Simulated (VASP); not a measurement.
# CsMgBiO3 (R3m) in VASP: reference runs

Aim: a first look at CsMgBiO3 with PBE, on the cell as given and on a disturbed one.

All numbers are computed with VASP 6.6.1; they aren't measurements. Logs are shortened: lines on timing, memory, paths and dates and some standing lists are left out, and cuts for length are marked.

## (1) Starting point

The structure is trigonal, space group R3m (No. 160). The conventional cell has a = 6.461 Å, b = 6.461 Å, c = 11.391 Å, α = 90.00°, β = 90.00°, γ = 120.00°. Around Bi (site symmetry 3m) lie 3 O at 2.10 Å. Around Cs (site symmetry 3m) lie 9 O at 3.33 to 3.50 Å and 3 Bi at 3.74 Å and 3 Mg at 3.78 Å. Around Mg (site symmetry 3m) lie 3 O at 1.91 Å. Around O (site symmetry m) lie 1 Mg at 1.91 Å and 1 Bi at 2.10 Å.

The cell comes from a database or a generator and needn't be the stable form of this composition.

## (2) Single point, PBE

INCAR

```
PREC = Accurate
ENCUT = 520
EDIFF = 1E-7
ISMEAR = -1
SIGMA = 0.05
LREAL = F
LASPH = T
NELM = 80
ALGO = Normal
ISIF = 2
LWAVE = F
LCHARG = F
GGA = PE
NBANDS = 31
```

KPOINTS

```
Automatic mesh
0
Gamma
  6 6 6
```

POSCAR

```
CsMgBiO3
1.0
    3.2305168867      1.8651397941      3.7970092083
   -3.2305168867      1.8651397941      3.7970092083
    0.0000000000     -3.7302795883      3.7970092083
Bi Cs Mg O
1 1 1 3
Direct
    0.5652985500      0.5652985500      0.5652985500
    0.9172816500      0.9172816500      0.9172816500
    0.3021917400      0.3021917400      0.3021917400
    0.9822380200      0.4913922600      0.4913922600
    0.4913922600      0.4913922600      0.9822380200
    0.4913922600      0.9822380200      0.4913922600
```

Potentials or basis: VASP PAW PBE potentials, release 64 (Bi_d, Cs_sv, Mg, O).

On the command line:

```bash
$ cat potpaw_PBE.64/Bi_d/POTCAR potpaw_PBE.64/Cs_sv/POTCAR potpaw_PBE.64/Mg/POTCAR potpaw_PBE.64/O/POTCAR > POTCAR
$ mpirun -np 1 vasp_std > vasp.out
```

OUTCAR:

```text
PREC = Accurate
   ENCUT = 520
   EDIFF = 1E-7
   ISMEAR = -1
   LREAL = F
   LASPH = T
   NELM = 80
   ISIF = 2
   GGA = PE

 ion  position               nearest neighbor table
   1  0.565  0.565  0.565-   5 2.10   4 2.10   6 2.10   3 3.00
   2  0.917  0.917  0.917-
   3  0.302  0.302  0.302-   5 1.91   4 1.91   6 1.91   1 3.00
   4  0.982  0.491  0.491-   3 1.91   1 2.10
   5  0.491  0.491  0.982-   3 1.91   1 2.10
   6  0.491  0.982  0.491-   3 1.91   1 2.10

  LATTYP: Found a trigonal (rhomboedric) cell.
 ALAT       =     5.3228060959
 COS(alpha) =     0.2632964959

  Lattice vectors:

 A1 = (   3.2305168867,   1.8651397941,   3.7970092083)
 A2 = (  -3.2305168867,   1.8651397941,   3.7970092083)
 A3 = (   0.0000000000,  -3.7302795883,   3.7970092083)

Analysis of symmetry for initial positions (statically):
=====================================================================
 Subroutine PRICEL returns:
 Original cell was already a primitive cell.

 Routine SETGRP: Setting up the symmetry group for a
 trigonal (rhombohedral) supercell.

 Subroutine GETGRP returns: Found  6 space group operations
 (whereof  6 operations were pure point group operations)
 out of a pool of 12 trial point group operations.

The static configuration has the point symmetry C_3v.

Analysis of symmetry for dynamics (positions and initial velocities):
=====================================================================
 Subroutine PRICEL returns:
 Original cell was already a primitive cell.

 Routine SETGRP: Setting up the symmetry group for a
 trigonal (rhombohedral) supercell.

 Subroutine GETGRP returns: Found  6 space group operations
 (whereof  6 operations were pure point group operations)
 out of a pool of 12 trial point group operations.

The dynamic configuration has the point symmetry C_3v.

 Subroutine INISYM returns: Found  6 space group operations
 (whereof  6 operations are pure point group operations),
 and found     1 'primitive' translations

----------------------------------------------------------------------------------------

                                     Primitive cell

  volume of cell :     137.2702

  direct lattice vectors                    reciprocal lattice vectors
     3.230516887  1.865139794  3.797009208     0.154773994  0.089358807  0.087788392
    -3.230516887  1.865139794  3.797009208    -0.154773994  0.089358807  0.087788392
     0.000000000 -3.730279588  3.797009208     0.000000000 -0.178717614  0.087788392

  length of vectors
     5.322806096  5.322806096  5.322806096     0.199115010  0.199115010  0.199115010

  position of ions in fractional coordinates (direct lattice)
     0.565298550  0.565298550  0.565298550
     0.917281650  0.917281650  0.917281650
     0.302191740  0.302191740  0.302191740
     0.982238020  0.491392260  0.491392260
     0.491392260  0.491392260  0.982238020
     0.491392260  0.982238020  0.491392260

  ion indices of the primitive-cell ions
   primitive index   ion index
                 1           1
                 2           2
                 3           3
                 4           4
                 5           5
                 6           6

----------------------------------------------------------------------------------------

 KPOINTS: Automatic mesh

Automatic generation of k-mesh.
 Grid dimensions read from file:
 generate k-points for:    6    6    6

 Generating k-lattice:

  Cartesian coordinates                     Fractional coordinates (reciprocal lattice)
     0.025795666  0.014893134  0.014631399     0.166666667  0.000000000  0.000000000
    -0.025795666  0.014893134  0.014631399     0.000000000  0.166666667  0.000000000
     0.000000000 -0.029786269  0.014631399     0.000000000  0.000000000  0.166666667

  Length of vectors
     0.033185835  0.033185835  0.033185835

  Shift w.r.t. Gamma in fractional coordinates (k-lattice)
     0.000000000  0.000000000  0.000000000

 Subroutine IBZKPT returns following result:
 ===========================================

 Found     32 irreducible k-points:

 Following reciprocal coordinates:
            Coordinates               Weight
  0.000000  0.000000  0.000000      1.000000
  0.166667  0.000000 -0.000000      6.000000
  0.333333  0.000000 -0.000000      6.000000
  0.500000 -0.000000 -0.000000      3.000000
  0.166667  0.166667 -0.000000      6.000000
  0.333333  0.166667 -0.000000     12.000000
[... 16 lines left out ...]
  0.500000  0.500000  0.166667      6.000000
 -0.333333  0.500000  0.166667     12.000000
 [... further k-points ...]
   k-points           NKPTS =     32   k-points in BZ     NKDIM =     32   number of bands    NBANDS=     31
   number of dos      NEDOS =    301   number of ions     NIONS =      6
   total plane-waves  NPLWV =  64000
   dimension x,y,z NGX =    40 NGY =   40 NGZ =   40
   dimension x,y,z NGXF=    80 NGYF=   80 NGZF=   80
   ions per type =               1   1   1   3
   NGX,Y,Z   is equivalent  to a cutoff of  12.49, 12.49, 12.49 a.u.
   NGXF,Y,Z  is equivalent  to a cutoff of  24.99, 24.99, 24.99 a.u.
 SYSTEM =  unknown system
   PREC   = accura    normal or accurate (medium, high low for compatibility)
   ISTART =      0    job   : 0-new  1-cont  2-samecut
   ICHARG =      2    charge: 1-file 2-atom 10-const
   ISPIN  =      1    spin polarized calculation?
   LNONCOLLINEAR =      F non collinear calculations
   LSORBIT =      F    spin-orbit coupling
   LASPH  =      T    aspherical Exc in radial PAW
   ENCUT  =  520.0 eV  38.22 Ry    6.18 a.u.   9.90  9.90  9.90*2*pi/ulx,y,z
   NELM   =     80;   NELMIN=  2; NELMDL= -5     # of ELM steps
   EDIFF  = 0.1E-06   stopping-criterion for ELM
   LREAL  =      F    real-space projection
   EDIFFG = 0.1E-05   stopping-criterion for IOM
   NSW    =      0    number of steps for IOM
   IBRION =     -1    ionic relax: 0-MD 1-quasi-New 2-CG
   NFREE  =      0    steps in history (QN), initial steepest desc. (CG)
   ISIF   =      2    stress and relaxation
   ISYM   =      2    0-nonsym 1-usesym 2-fastsym
   POTIM  = 0.5000    time-step for ionic-motion
   TEBEG  =    0.0;   TEEND  =   0.0 temperature during run
   PSTRESS=    0.0 pullay stress
   NELECT =      44.0000    total number of electrons
   NUPDOWN=      -1.0000    fix difference up-down
   EMIN   =  10.00;   EMAX   =-10.00  energy-range for DOS
   EFERMI =   0.00;   METHOD = LEGACY
   ISMEAR =    -1;   SIGMA  =   0.05  broadening in eV -4-tet -1-fermi 0-gaus
   EFERMI_NEDOS =   21; number of points for ismear=-14 and -15
   IALGO  =     38    algorithm
   IMIX   =      4    mixing-type and parameters
     AMIX     =   0.40;   BMIX     =  1.00
     AMIX_MAG =   1.60;   BMIX_MAG =  1.00
  volume/ion in A,a.u.               =      22.88       154.39
  Fermi-wavevector in a.u.,A,eV,Ry     =   1.120384  2.117219 17.078858  1.255261
  Thomas-Fermi vector in A             =   2.257030
   LORBIT       =      0    0 simple, 1 ext, 2 COOP (PROOUT), +10 PAW based schemes
   GGA     = PE    functional components
   LHFCALC =     F    Hartree Fock is set to
   AEXX    =    0.0000 exact exchange contribution
   IVDW    =     0    specifies the selected vdW correction
   LEPSILON=     F    determine dielectric tensor
   LRPA    =     F    only Hartree local field effects (RPA)
 non-spin polarized calculation
  energy-cutoff  :      520.00
  volume of cell :      137.27
 maximum number of plane-waves:      3712
   NGX = 19   NGY = 19   NGZ = 19

 number of electron      44.0000005 magnetization

 Free energy of the ion-electron system (eV)
  ---------------------------------------------------
  ext. energy  EPLUGINS =         0.00000000
  ---------------------------------------------------
  free energy    TOTEN  =       -30.55837693 eV

  energy without entropy =      -30.55837693  energy(sigma->0) =      -30.55837693

 E-fermi :   2.7082     XC(G=0):  -8.4188

 val. band max:        1.7693038854   @ k =   0.5000   0.5000   0.5000
 cond. band min:       4.3187964028   @ k =   0.5000   0.5000   0.5000
 fundamental gap:      2.5494925173
 Fermi energy:         2.7082060699

 k-point     1 :       0.0000    0.0000    0.0000
  band No.  band energies     occupation
      1     -20.5141      2.00000
      2     -20.5141      2.00000
      3     -20.3103      2.00000
      4     -20.2587      2.00000
      5     -20.2587      2.00000
      6     -18.8980      2.00000
[... 23 lines left out ...]
     30       9.4210      0.00000
     31       9.4210      0.00000

 k-point     2 :       0.1667    0.0000   -0.0000
  band No.  band energies     occupation
      1     -20.5141      2.00000
      2     -20.5124      2.00000
      3     -20.3103      2.00000
      4     -20.2589      2.00000
      5     -20.2587      2.00000
      6     -18.8940      2.00000
[... 23 lines left out ...]
     30       9.4688      0.00000
     31       9.7006      0.00000

 k-point     3 :       0.3333    0.0000   -0.0000
  band No.  band energies     occupation
      1     -20.5140      2.00000
      2     -20.5089      2.00000
      3     -20.3104      2.00000
      4     -20.2593      2.00000
      5     -20.2589      2.00000
      6     -18.8860      2.00000
[... 23 lines left out ...]
     30       9.5591      0.00000
     31       9.8349      0.00000

 k-point     4 :       0.5000   -0.0000   -0.0000
  band No.  band energies     occupation
      1     -20.5139      2.00000
      2     -20.5072      2.00000
      3     -20.3104      2.00000
      4     -20.2595      2.00000
      5     -20.2590      2.00000
      6     -18.8819      2.00000
[... 635 lines left out ...]
     30       9.2340      0.00000
     31       9.7329      0.00000

 k-point    23 :       0.5000    0.5000    0.1667
  band No.  band energies     occupation
      1     -20.5088      2.00000
      2     -20.5016      2.00000
      3     -20.3127      2.00000
      4     -20.2600      2.00000
      5     -20.2589      2.00000
      6     -18.8737      2.00000
[... 23 lines left out ...]
     30       9.5274      0.00000
     31       9.6628      0.00000

 k-point    24 :      -0.3333    0.5000    0.1667
  band No.  band energies     occupation
      1     -20.5096      2.00000
      2     -20.5032      2.00000
      3     -20.3119      2.00000
      4     -20.2601      2.00000
      5     -20.2589      2.00000
      6     -18.8738      2.00000
[... 23 lines left out ...]
     30       9.3673      0.00000
     31       9.7512      0.00000

 [... further k-points ...]

------------------------ aborting loop because EDIFF is reached ----------------------------------------

  FORCE on cell =-STRESS in cart. coord.  units (eV):
  Direction    XX          YY          ZZ          XY          YZ          ZX
  --------------------------------------------------------------------------------------
  -------------------------------------------------------------------------------------
  Total       -0.1368634     -0.1368634      0.8259221      0.0000000     -0.0000000      0.0000000
  in kB       -1.5974294     -1.5974294      9.6399188      0.0000000     -0.0000000      0.0000000
  external PRESSURE =       2.1483534 kB  Pullay stress =       0.0000000 kB

 VOLUME and BASIS-vectors are now :
 -----------------------------------------------------------------------------
  energy-cutoff  :      520.00
  volume of cell :      137.27
      direct lattice vectors                 reciprocal lattice vectors
     3.230516887  1.865139794  3.797009208     0.154773994  0.089358807  0.087788392
    -3.230516887  1.865139794  3.797009208    -0.154773994  0.089358807  0.087788392
     0.000000000 -3.730279588  3.797009208     0.000000000 -0.178717614  0.087788392

 POSITION                                       TOTAL-FORCE (eV/Angst)
 -----------------------------------------------------------------------------------
      0.00000     -0.00000      6.43933         0.000000     -0.000000      0.254887
      0.00000     -0.00000     10.44878         0.000000      0.000000     -0.047451
      0.00000     -0.00000      3.44227         0.000000     -0.000000      0.075463
      1.58569      0.91550      7.46121        -0.086598     -0.049997     -0.094300
      0.00000     -1.83099      7.46121         0.000000      0.099994     -0.094300
     -1.58569      0.91550      7.46121         0.086598     -0.049997     -0.094300
 -----------------------------------------------------------------------------------
    total drift:                               -0.000000      0.000000     -0.001004

  FREE ENERGIE OF THE ION-ELECTRON SYSTEM (eV)
  ---------------------------------------------------
  free  energy   TOTEN  =       -30.5583769343 eV

  energy  without entropy=      -30.5583769342  energy(sigma->0) =      -30.55837693
```

Wall time 3.2 min (1 thread of Intel Xeon Platinum 8175M at 2.50GHz (Skylake/Cascade Lake), shared host); peak memory 0.33 GiB.

Results:

```
Free energy            : -30.5584 eV
Pressure               : 0.2 GPa
Largest force          : 0.255 eV/Å
Band gap on the k mesh : 2.55 eV, direct
```

Forces in eV/Å, atoms in the order of the input:
```
Bi   0.000  0.000  0.255
Cs   0.000  0.000 -0.047
Mg   0.000  0.000  0.075
O   -0.087 -0.050 -0.094
O    0.000  0.100 -0.094
O    0.087 -0.050 -0.094
```

Stress tensor (GPa, compression positive):
```
-0.16  0.00  0.00
 0.00 -0.16  0.00
 0.00  0.00  0.96
```

Caveat: spin-orbit coupling is left out, which as a rule narrows the gap of such compounds by several tenths of an eV.

## (3) Single point, PBE (atoms moved at random, drawn with an rms of 0.05 Å)

INCAR

```
PREC = Accurate
ENCUT = 520
EDIFF = 1E-7
ISMEAR = -1
SIGMA = 0.05
LREAL = F
LASPH = T
NELM = 60
ALGO = Normal
ISIF = 2
LWAVE = F
LCHARG = T
GGA = PE
LELF = T
LVHAR = T
NBANDS = 31
```

KPOINTS is that of step 2.

POSCAR

```
CsMgBiO3
1.0
    3.2305168867      1.8651397941      3.7970092083
   -3.2305168867      1.8651397941      3.7970092083
    0.0000000000     -3.7302795883      3.7970092083
Bi Cs Mg O
1 1 1 3
Direct
    0.5589640000      0.5610120000      0.5647610000
    0.9123960000      0.9229450000      0.9136920000
    0.3025430000      0.3038630000      0.2952010000
    0.9837550000      0.4948590000      0.4886160000
    0.4888060000      0.4865300000      0.9877500000
    0.4825910000      0.9795620000      0.4935010000
```

Potentials or basis: VASP PAW PBE potentials, release 64 (Bi_d, Cs_sv, Mg, O).

On the command line:

```bash
$ cat potpaw_PBE.64/Bi_d/POTCAR potpaw_PBE.64/Cs_sv/POTCAR potpaw_PBE.64/Mg/POTCAR potpaw_PBE.64/O/POTCAR > POTCAR
$ mpirun -np 1 vasp_std > vasp.out
```

Wall time 10 min (1 thread of Intel Xeon Platinum 8175M at 2.50GHz (Skylake/Cascade Lake), shared host); peak memory 0.59 GiB.

The run converged. Its results:

```
Free energy            : -30.4993 eV
Pressure               : -0.3 GPa
Largest force          : 1.160 eV/Å
Band gap on the k mesh : 2.51 eV, indirect (least direct gap 2.54 eV)
```

Forces on the atoms (eV/Å):
```
Bi   0.175  0.095  0.986
Cs   0.071 -0.032 -0.052
Mg  -0.016 -0.876 -0.100
O   -0.387 -0.251 -0.382
O    0.008  1.137 -0.231
O    0.149 -0.071 -0.221
```

Stress tensor (GPa, compression positive):
```
-1.19 -0.14 -0.32
-0.14  0.20  0.15
-0.32  0.15  0.09
```

Levels at points of the mesh, in eV from the valence-band top:
```tsv
k point	band 18	band 19	band 20	band 21	band 22	band 23	band 24	band 25	band 26	band 27
(0.00, 0.00, 0.00)	-1.62	-1.57	-1.20	-1.19	-0.79	3.05	4.73	4.77	5.33	5.45
(0.50, 0.00, 0.00)	-1.71	-1.61	-1.22	-1.16	-0.86	3.13	4.55	4.87	5.16	6.04
(0.00, 0.50, 0.00)	-1.68	-1.58	-1.28	-1.12	-0.92	3.17	4.59	4.85	5.15	6.00
(0.00, 0.00, 0.50)	-1.64	-1.57	-1.33	-1.07	-0.95	3.13	4.58	4.87	5.21	6.01
(0.50, 0.50, 0.00)	-1.69	-1.48	-1.27	-0.98	-0.38	2.97	3.60	4.28	5.27	6.25
(0.50, 0.00, 0.50)	-1.71	-1.45	-1.26	-1.02	-0.39	2.95	3.57	4.25	5.30	6.24
(0.00, 0.50, 0.50)	-1.67	-1.47	-1.19	-1.09	-0.43	2.97	3.62	4.30	5.28	6.26
(0.50, 0.50, 0.50)	-1.45	-1.15	-1.14	-0.72	0.00	2.54	2.74	2.80	4.36	7.50
```

Caveat: spin-orbit coupling is left out, which as a rule narrows the gap of such compounds by several tenths of an eV. A k mesh can miss the band edges.
